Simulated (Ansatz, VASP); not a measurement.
**AlZnSi in two plane-wave programs**

One calculation is typed for both programs; each brings its own data sets. How far apart do they land? The two relaxations start from unlike cells of this crystal (the structure described is Ansatz's start), so only their ends are compared.

Calculated with Ansatz 0.2.0; plane waves, with VASP 6.6.1 beside it; relaxation of cell and atoms at PBEsol.

## Step 1: The starting structure

The structure is hexagonal, space group P-6m2 (No. 187). Conventional cell: a = 3.540 Å, b = 3.540 Å, c = 3.986 Å, α = 90.00°, β = 90.00°, γ = 120.00°. Zn has 6 Si at 2.85 Å and 6 Al at 2.85 Å nearest. Nearest to Si lie 3 Al at 2.04 Å and 6 Zn at 2.85 Å. Al has 3 Si at 2.04 Å and 6 Zn at 2.85 Å nearest. Farther neighbours are not listed.

## Step 2: VASP: relaxation of cell and atoms, PBEsol

The relaxed volume is the usual yardstick between codes: in a stiff, nearly cubic crystal its relative difference is about their pressure difference at one cell divided by the bulk modulus.

Lines of VASP's logs that name or quote its potential files are left out, and so is its time.

Contents of INCAR:

```
SYSTEM = AlZnSi
PREC = Accurate
ENCUT = 500
EDIFF = 1E-07
NELM = 120
ISMEAR = -1
SIGMA = 0.05
LREAL = .FALSE.
ALGO = Normal
GGA = PS
NBANDS = 15
LORBIT = 11
LWAVE = .FALSE.
LCHARG = .FALSE.
ISIF = 3
IBRION = 2
NSW = 80
EDIFFG = -0.005
LASPH = .TRUE.
GGA_COMPAT = .FALSE.
NELMIN = 4
```

Contents of POSCAR:

```
AlZnSi
1.0
    4.4038454211      0.0000000000      0.0000000000
   -2.2019227106      3.8138421362      0.0000000000
    0.0000000000      0.0000000000      2.8466136160
Zn Si Al
1 1 1
Direct
    0.0000000000      0.0000000000      0.0000000000
    0.3333333333      0.6666666667      0.5000000000
    0.6666666667      0.3333333333      0.5000000000
```

Contents of KPOINTS:

```
Automatic mesh
0
Gamma
9 9 7
0 0 0
```

The projector-augmented-wave data sets are Zn, Si and Al (PBE family, release 64).

Started as:

```sh
$ mpirun -np 1 vasp_std
```

Numbers of over 12 decimals in the logs are rounded to 6 here.

Log:

```text
[banner, memory and clock lines left out]
running    1 mpi-ranks, on    1 nodes
 distrk:  each k-point on    1 cores,    1 groups
 distr:  one band on    1 cores,    1 groups

 POSCAR found type information on POSCAR ZnSiAl
 POSCAR found :  3 types and       3 ions
|                                                                             |
|               ----> ADVICE to this user running VASP <----                  |
|                                                                             |
|     You enforced a specific xc type in the INCAR file but a different       |
|     [... a line on the potential file left out ...]
|     I HOPE YOU KNOW WHAT YOU ARE DOING!                                     |
|                                                                             |

 LDA part: xc-table for (Slater+PW92), standard interpolation
 POSCAR, INCAR and KPOINTS ok, starting setup
 FFT: planning ... GRIDC
 FFT: planning ... GRID_SOFT
 FFT: planning ... GRID
 WAVECAR not read
 entering main loop
       N       E                     dE             d eps       ncg     rms          rms(c)
DAV:   1     0.609279085154E+02    0.60928E+02   -0.85051E+03  1448   0.131E+03
DAV:   2    -0.847404252408E+01   -0.69402E+02   -0.66879E+02  1538   0.237E+02
DAV:   3    -0.111328680595E+02   -0.26588E+01   -0.26189E+01  1923   0.460E+01
DAV:   4    -0.111571974760E+02   -0.24329E-01   -0.24325E-01  1671   0.426E+00
DAV:   5    -0.111576316269E+02   -0.43415E-03   -0.43414E-03  1986   0.598E-01    0.447E+00
DAV:   6    -0.107505453684E+02    0.40709E+00   -0.18766E+00  1854   0.429E+01    0.369E+00
DAV:   7    -0.107179869352E+02    0.32558E-01   -0.26316E-01  1797   0.885E+00    0.169E+00
DAV:   8    -0.107062310834E+02    0.11756E-01   -0.16210E-02  1930   0.126E+00    0.323E-01
DAV:   9    -0.107052163320E+02    0.10148E-02   -0.18107E-03  2335   0.938E-01    0.916E-02
DAV:  10    -0.107051445074E+02    0.71825E-04   -0.36315E-04  1771   0.153E-01    0.417E-02
DAV:  11    -0.107051430475E+02    0.14599E-05   -0.35549E-05  1888   0.930E-02    0.218E-02
DAV:  12    -0.107051423435E+02    0.70400E-06   -0.30758E-06  1895   0.394E-02    0.806E-03
DAV:  13    -0.107051421814E+02    0.16206E-06   -0.94641E-07  1895   0.143E-02    0.199E-03
DAV:  14    -0.107051421817E+02   -0.30332E-09   -0.46246E-08  1049   0.274E-03
   1 F= -.10705142E+02 E0= -.10702119E+02  d E =-.107051E+02
 curvature:   0.00 expect dE= 0.000E+00 dE for cont linesearch  0.000E+00
 trial: gam= 0.00000 g(F)=  0.292E-48 g(S)=  0.634E-04 ort = 0.000E+00 (trialstep = 0.100E+01)
 search vector abs. value=  0.634E-04
 bond charge predicted
       N       E                     dE             d eps       ncg     rms          rms(c)
DAV:   1    -0.107055273235E+02   -0.38514E-03   -0.49291E-03  1930   0.148E+00    0.138E-01
DAV:   2    -0.107052214205E+02    0.30590E-03   -0.14224E-03  1846   0.106E+00    0.539E-02
DAV:   3    -0.107051808277E+02    0.40593E-04   -0.54984E-05  1769   0.134E-01    0.285E-02
DAV:   4    -0.107051637156E+02    0.17112E-04   -0.12248E-05  1924   0.548E-02    0.311E-03
DAV:   5    -0.107051635519E+02    0.16374E-06   -0.14419E-06  2027   0.182E-02    0.185E-03
DAV:   6    -0.107051635727E+02   -0.20770E-07   -0.22199E-07  1123   0.555E-03
   2 F= -.10705164E+02 E0= -.10702143E+02  d E =-.213909E-04
 trial-energy change:   -0.000021  1 .order   -0.000024   -0.000063    0.000015
 step:   0.7705(harm=  0.8073)  dis= 0.00000  next Energy=   -10.705165 (dE=-0.232E-04)
 reached required accuracy - stopping structural energy minimisation
```

Parts of OUTCAR (step 2):

```text
ion  position               nearest neighbor table
   1  0.000  0.000  0.000-   2 2.91   3 2.91   2 2.91   3 2.91   3 2.91   3 2.91   2 2.91   2 2.91
                             3 2.91   3 2.91   2 2.91   2 2.91
   2  0.333  0.667  0.500-   3 2.54   3 2.54   3 2.54   1 2.91   1 2.91   1 2.91   1 2.91   1 2.91
                             1 2.91
   3  0.667  0.333  0.500-   2 2.54   2 2.54   2 2.54   1 2.91   1 2.91   1 2.91   1 2.91   1 2.91
                             1 2.91

  LATTYP: Found a hexagonal cell.
 ALAT       =     4.4038454211
 C/A-ratio  =     0.6463927190

 Subroutine GETGRP returns: Found 12 space group operations
 (whereof 12 operations were pure point group operations)

The static configuration has the point symmetry D_3h.

 Found     48 irreducible k-points:

   k-points           NKPTS =     48   k-points in BZ     NKDIM =     48   number of bands    NBANDS=     15

   dimension x,y,z NGX =    32 NGY =   32 NGZ =   24
   dimension x,y,z NGXF=    64 NGYF=   64 NGZF=   48

   ENCUT  =  500.0 eV  36.75 Ry    6.06 a.u.   8.03  8.03  5.19*2*pi/ulx,y,z

   NELECT =      19.0000    total number of electrons

 k-points in reciprocal lattice and weights: Automatic mesh
   0.00000000  0.00000000  0.00000000       0.002
   0.11111111 -0.00000000  0.00000000       0.011
   0.22222222 -0.00000000  0.00000000       0.011
   0.33333333 -0.00000000  0.00000000       0.011
   0.44444444 -0.00000000  0.00000000       0.011
   0.11111111  0.11111111  0.00000000       0.011
   0.22222222  0.11111111  0.00000000       0.021
   0.33333333  0.11111111  0.00000000       0.021
   0.44444444  0.11111111  0.00000000       0.011
[...]
0.33333333  0.22222222  0.42857143       0.042
   0.33333333  0.33333333  0.42857143       0.007

 average (electrostatic) potential at core
       1 -32.9555       2 -82.8048       3 -73.7081

 E-fermi :   6.4568

 k-point     1 :       0.0000    0.0000    0.0000
  band No.  band energies     occupation
    ...
      7       4.1499      2.00000
      8       4.2682      2.00000
      9       4.2682      2.00000
     10       5.5364      2.00000
     11       5.5364      2.00000
     12       7.0250      0.00002
     13      11.3202      0.00000
     14      13.5005      0.00000
     15      18.5755      0.00000

 k-point     2 :       0.1111   -0.0000    0.0000
  band No.  band energies     occupation
    ...
      7       2.6826      2.00000
      8       3.7153      2.00000
      9       4.5444      2.00000
     10       5.9887      1.99983
     11       6.3019      1.91365
     12       8.2475      0.00000
     13      11.4246      0.00000
     14      13.5568      0.00000
     15      17.9635      0.00000

 k-point     3 :       0.2222   -0.0000    0.0000
  band No.  band energies     occupation
    ...
      5      -0.5925      2.00000
      6      -0.5876      2.00000
      7       1.1443      2.00000
      8       2.9924      2.00000
      9       3.9120      2.00000
     10       7.4279      0.00000
     11       7.6664      0.00000
     12      10.4281      0.00000
     13      11.7258      0.00000
     14      13.6833      0.00000
    ...

  Total       -0.0108016     -0.0108016     -0.0036080      0.0000000     -0.0000000      0.0000000
  in kB       -0.3614817     -0.3614818     -0.1207436      0.0000000     -0.0000000      0.0000000
  external PRESSURE =      -0.2812357 kB  Pullay stress =       0.0000000 kB

  energy-cutoff  :      500.00
  volume of cell :       47.88
      direct lattice vectors                 reciprocal lattice vectors
     4.406980600 -0.000000000  0.000000000     0.226912730  0.131008122 -0.000000000
    -2.203490300  3.816557281  0.000000000     0.000000000  0.262016243 -0.000000000
     0.000000000  0.000000000  2.846409757    -0.000000000 -0.000000000  0.351319763

 POSITION                                       TOTAL-FORCE (eV/Angst)
 -----------------------------------------------------------------------------------
      2.20349      3.81656      0.00000        -0.000000      0.000000     -0.000000
     -0.00000      2.54437      1.42320         0.000000     -0.000000      0.000000
      2.20349      1.27219      1.42320        -0.000000     -0.000000      0.000000
 -----------------------------------------------------------------------------------
    total drift:                                0.000000      0.000000     -0.000000

  FREE ENERGIE OF THE ION-ELECTRON SYSTEM (eV)
  ---------------------------------------------------
  free  energy   TOTEN  =       -10.7051635727 eV

  energy  without entropy=      -10.6991224019  energy(sigma->0) =      -10.70214299

 reached required accuracy - stopping structural energy minimisation

 total charge
# of ion       s       p       d       tot
------------------------------------------
    1        0.621   0.362   9.751  10.733
    2        0.839   0.755   0.000   1.594
    3        0.444   0.341   0.000   0.784
--------------------------------------------------
tot          1.903   1.458   9.751  13.111

[... 3 further parts left out ...]
```

CONTCAR:

```
AlZnSi
   1.00000000000000
     4.4069806000080991   -0.0000000000000412    0.0000000000000000
    -2.2034903000541206    3.8165572810514852    0.0000000000000000
     0.0000000000000000    0.0000000000000000    2.8464097566502451
  Zn              Si              Al
     1     1     1
Direct
     1.0000000000000000    1.0000000000000000    0.0000000000000000
     0.3333333332999970    0.6666666667000030    0.5000000000000000
     0.6666666667000030    0.3333333332999970    0.5000000000000000
```

## Step 3: Ansatz: relaxation of cell and atoms, PBEsol

Ansatz runs on its default PAW (the set named soft_2) files.

Its own start cell and the same functional, mesh and smearing now go to Ansatz, which takes its cutoff from its data sets.

Contents of input.yaml:

```yaml
crystal:
  lattice:
    - [3.54, 0.0, 0.0]
    - [-1.77, 3.065729929, 0.0]
    - [0.0, 0.0, 3.986]
  atoms:
    - { symbol: Zn, position: [0.0, 0.0, 0.0] }
    - { symbol: Si, position: [0.333333333, 0.666666667, 0.5] }
    - { symbol: Al, position: [0.666666667, 0.333333333, 0.5] }
kpoints:
  mp_grid: { grid: [9, 9, 7] }
scf:
  occupations: { method: fermi_dirac, width: 0.05 }
hamiltonian:
  xc: pbesol
  pseudopotentials: { kind: paw }
relax:
  f_tol: 0.015
  max_steps: 70
  cell: {}
output:
  forces: true
  stress: true
```

Started as:

```sh
$ ansatz run input.yaml --threads 4 --pin off --max-ram 8192MiB --backend cpu --events-out ev --progress --plain --runs-dir out
```

Log:

```text
Engine: ansatz 0.2.0, x86_64-unknown-linux-gnu
Pseudopotentials: kind: paw
Pseudopotential: Zn, paw, valence charge 12, recommended cutoff 420 eV (normal), Zn.paw.azcp
Pseudopotential: Si, paw, valence charge 4, recommended cutoff 420 eV (normal), Si.paw.azcp
Pseudopotential: Al, paw, valence charge 3, recommended cutoff 420 eV (normal), Al.paw.azcp
Functional definition: PBEsol
  exchange = pbesol_x
  correlation = pbesol_c
Crystal: 3 atoms, lattice volume = 43.259 Å³
Basis set: ecut = 420 eV, 823 PW (Γ), exchange–correlation on 48×48×54 points (8 copies of the dense FFT grid, shifted against one another)
Bands: 14, of which v1, the nominal top of the filled ones, is band 10 counted from 1 (9 counted from 0)
Symmetry: 12 space group operations
Space group: P-6m2 (ITA 187), of the structure as read, at distance tolerance 3.5e-5 Å
k-points: 48 of 567 (time reversal used)
Non-local potential: Zn, projectors of the file, l = 0: 2, l = 1: 2, l = 2: 3, l = 3: 1
Non-local potential: Si, projectors of the file, l = 0: 2, l = 1: 2, l = 2: 2
Non-local potential: Al, projectors of the file, l = 0: 2, l = 1: 2, l = 2: 1
PAW form: soft (Blöchl's): semilocal exchange-correlation on the pseudo side does not see the compensation charge
PAW frozen core: Zn, regenerated for the run's functional, and the local potential with it (the file was generated under x = pbe(κ = 0.804, μ = 0.219515), c = pbe(β = 0.066725))
PAW frozen core: Si, regenerated for the run's functional, and the local potential with it (the file was generated under x = pbe(κ = 0.804, μ = 0.219515), c = pbe(β = 0.066725))
PAW frozen core: Al, regenerated for the run's functional, and the local potential with it (the file was generated under x = pbe(κ = 0.804, μ = 0.219515), c = pbe(β = 0.066725))
PAW one-centre angular grid: Zn, 590 points (default); XC on 64 Gauss nodes
PAW one-centre angular grid: Si, 110 points (default); XC on 64 Gauss nodes
PAW one-centre angular grid: Al, 110 points (default); XC on 64 Gauss nodes
Initial density: superposition of atomic densities (neutral atoms: chi_scale 0, normalization atom), corrected by the library's trained network
Initial wavefunctions: pseudopotential atomic-orbital guess
Functional: x = pbesol(κ = 0.804, μ = 0.123457), c = pbesol(β = 0.046)
SCF iter   1: F=—  HF=-4423.250896 eV  |F-HF|=—  |Δ(HF+E_count)|=         —  Δρ=5.77e-3  dr2=2.12e-2  ethr=1.77e-3  ⟨swp⟩=5.9  Hψ=4122  notcnv=0
preconditioner: auto → none  [insulator: Δε(μ)=0.185 eV  Ē_g=10.365 eV  σ=0.050 eV  W_gap=0.55  n_scr=8 (ndim 8)  ℏωp=24.6 eV  f_vac=0.000  D(μ)=0.68/eV (n_scr^D=2)  ε∞_Penn≈6.6]
SCF iter   2: F=—  HF=-4423.244497 eV  |F-HF|=—  |Δ(HF+E_count)|=   6.40e-3  Δρ=1.28e-3  dr2=3.90e-4  ethr=1.12e-4  ⟨swp⟩=2.9  Hψ=1645  notcnv=0  defer=10
SCF iter   3: F=—  HF=-4423.244476 eV  |F-HF|=—  |Δ(HF+E_count)|=   2.17e-5  Δρ=6.28e-4  dr2=6.67e-5  ethr=2.05e-6  ⟨swp⟩=2.2  Hψ=871  notcnv=0  defer=10
SCF iter   4: F=—  HF=-4423.244505 eV  |F-HF|=—  |Δ(HF+E_count)|=   2.96e-5  Δρ=4.49e-4  dr2=5.00e-5  ethr=3.51e-7  ⟨swp⟩=2.0  Hψ=1046  notcnv=0  defer=10
SCF iter   5: F=—  HF=-4423.244490 eV  |F-HF|=—  |Δ(HF+E_count)|=   1.47e-5  Δρ=2.73e-5  dr2=2.05e-7  ethr=2.63e-7  ⟨swp⟩=2.1  Hψ=950  notcnv=0  defer=10
SCF iter   6: F=-4423.244490 eV  HF=-4423.244490 eV  |F-HF|=3.37e-9  |Δ(HF+E_count)|=   4.89e-8  Δρ=8.05e-6  dr2=1.82e-8  ethr=5.26e-10  ⟨swp⟩=4.7  Hψ=2310  notcnv=0
SCF 1 converged in 6 iterations: F = -4423.244490 eV  dr2 = 1.82e-8
  greatest PAW one-centre occupation: 0.982 electrons in one spin orbital (limit 2), on the Zn atom at site 0 (counted from 0), in its partial waves of l = 2
relax step   1: F+E_penalty+E_count = -4423.24449048 eV  Δ(F+E_penalty+E_count) = +0.000e0 eV  max|allowed force component| = 5.243e-17 eV/Å  Δτ_max = 0.0000 Å  P = +45.353 GPa  Ω = 43.259 Å³  (6 SCF iters, dr2 threshold 1.00e-7 eV, accepted)
[...]
relax step  13: F+E_penalty+E_count = -4426.20806409 eV  Δ(F+E_penalty+E_count) = -1.077e-1 eV  max|allowed force component| = 1.234e-17 eV/Å  Δτ_max = 0.0000 Å  P = +2.493 GPa  Ω = 46.602 Å³  stress off target by 3.71e0 GPa  SCF on the basis re-selected at this cell (its energy is not comparable with the rows above)  (8 SCF iters)
[...]
relax step  14: F+E_penalty+E_count = -4426.22108745 eV  Δ(F+E_penalty+E_count) = -1.302e-2 eV  max|allowed force component| = 8.327e-17 eV/Å  Δτ_max = 0.0000 Å  P = +0.318 GPa  Ω = 47.636 Å³  energy of the carried Pulay correction = -4.877e-4 eV  (5 SCF iters, dr2 threshold 3.00e-7 eV, accepted)
[...]
relax step  15: F+E_penalty+E_count = -4426.22141938 eV  Δ(F+E_penalty+E_count) = -3.319e-4 eV  max|allowed force component| = 8.635e-17 eV/Å  Δτ_max = 0.0000 Å  P = -0.027 GPa  Ω = 47.796 Å³  energy of the carried Pulay correction = -5.686e-4 eV  (4 SCF iters, dr2 threshold 3.00e-7 eV, accepted)
[...]
relax step  16: F+E_penalty+E_count = -4426.22196973 eV  Δ(F+E_penalty+E_count) = -5.504e-4 eV  max|allowed force component| = 7.401e-17 eV/Å  Δτ_max = 0.0000 Å  P = -0.034 GPa  Ω = 47.796 Å³  stress off target by 4.19e-2 GPa  SCF on the basis re-selected at this cell (its energy is not comparable with the rows above)  (6 SCF iters)
basis re-selected at this cell: Δ(F+E_penalty+E_count) = -5.504e-4 eV, ΔP = -0.007 GPa vs the last step (what re-selecting the basis moved, of the pressure what is left beyond the Pulay correction that the steps carried, after the strain that the cell walked since its last selection, with what the two solves' SCF thresholds leave and, on support functions, any second-order correction that the steps lacked; it is no m [...]
SCF converged after 6 iterations
Free energy (F): -4426.221970 eV
Harris-Foulkes:  -4426.221970 eV  (|F-HF|=1.09e-11)
Internal energy: -4426.215945 eV  (E = F + TS)
E sigma→0 (E₀):  -4426.218957 eV
Entropy (-TS):   -0.006025 eV (-2.008 meV/atom)
Fermi energy:    9.137446 eV
--- Per-component energies (eV) ---
  E_band       = 59.471771
  E_kinetic    = 193.911697
  E_local      = -1956.541781  (includes V_loc(G=0)·N_el)
  E_nonlocal   = 649.993614
  E_hartree    = 850.030531
  E_xc         = -230.462813
  E_vxc        = -129.257849  (∫ρ·V_xc dr)
  E_paw        = -2742.224012  (= ΣΔE_a)
  E_vpaw       = -398.694664  (= ΣTr[D̂ρ^β])
  E_aug_tail   = -0.000347  (compensation charges beyond the density's cutoff)
  E_ewald      = -1191.770888
  E_core_change = 0.848055  (= ΣΔE_core)
  E_smearing   = -0.006025  (= −TS)
  E_closure    = 0.000000  (closes the sum)
  Σ components = -4426.221970   (vs F -4426.221970, Δ=0.00e0)
--- Forces (eV/Å), atoms counted from 1 ---
  atom   1  Zn     0.00000000     0.00000000     0.00000000
  atom   2  Si     0.00000000     0.00000000     0.00000000
  atom   3  Al     0.00000000    -0.00000000     0.00000000
  max |Σ_I F_I| component: 0.00e0 eV/Å
--- Stress (GPa, compression-positive) ---
       -0.041930      -0.000000       0.000000
       -0.000000      -0.041930       0.000000
        0.000000       0.000000      -0.018886
  P = ⅓ Tr σ = -0.0342 GPa (-0.342 kbar)
--- Relaxed structure (14 steps of the walk, 13 accepted, 2 SCFs on fresh bases) ---
  F+E_penalty+E_count = -4426.22196973 eV   max|allowed force component| = 7.401e-17 eV/Å   (the final SCF, on the basis selected at the relaxed cell)
  cell:  # Å, volume = 47.7964 Å³
    - [4.404721, 0, 0.0]
    - [-2.202361, 3.814601, 0.0]
    - [0.0, 0.0, 2.844643]
  atoms:
    - { symbol: Zn, position: [0, 0, 0.0] }
    - { symbol: Si, position: [0.333333, 0.666667, 0.5] }
    - { symbol: Al, position: [0.666667, 0.333333, 0.5] }
```

In the SCF lines HF is the Harris–Foulkes energy and dr2 the Hartree energy of the density residual, in eV; the loop may stop once dr2 is under the threshold and the program's other checks hold. Hψ counts applications of the Hamiltonian.

## Step 4: Comparison

Known differences besides the potentials themselves: the cutoff is 420 eV in Ansatz and 500 eV in VASP; Ansatz makes its cores anew for this functional, VASP keeps those of its PBE data sets; Ansatz adds a Pulay correction to the stress that steers its cell, VASP none. Total energies have different zeros and are not compared.

The two programs side by side:

```csv
quantity,Ansatz,VASP,difference
volume (Å³),47.80,47.88,-0.16 %
"edge a after relaxation, in the typed setting (Å)",4.405,4.407,-0.05 %
"edge c after relaxation, in the typed setting (Å)",2.845,2.846,-0.06 %
```

## Step 5: Outcome

| Quantity | Value |
| --- | --- |
| difference in volume (relaxation of cell and atoms, PBEsol) | -0.16 % |

The difference in volume is -0.16 % (relaxation of cell and atoms, PBEsol), within the 1.2 % picked in this series as the mark of a large difference, as far as the stopping tolerances let one tell. How closely two codes agree says nothing of how well the functional describes the real material.

[Lines on the potential files, build, host, timing and source positions are cut from VASP's logs without a mark.]

[Logs are printed without paths, hosts, clocks, repeated set-up lines and the standing remarks that a program may print on its own settings, such as how far it seeks lower states.]

[Hosts, paths, dates, database ids (printed as entryN), source tags and the programs' standing remarks are cut or masked in the printed files.]
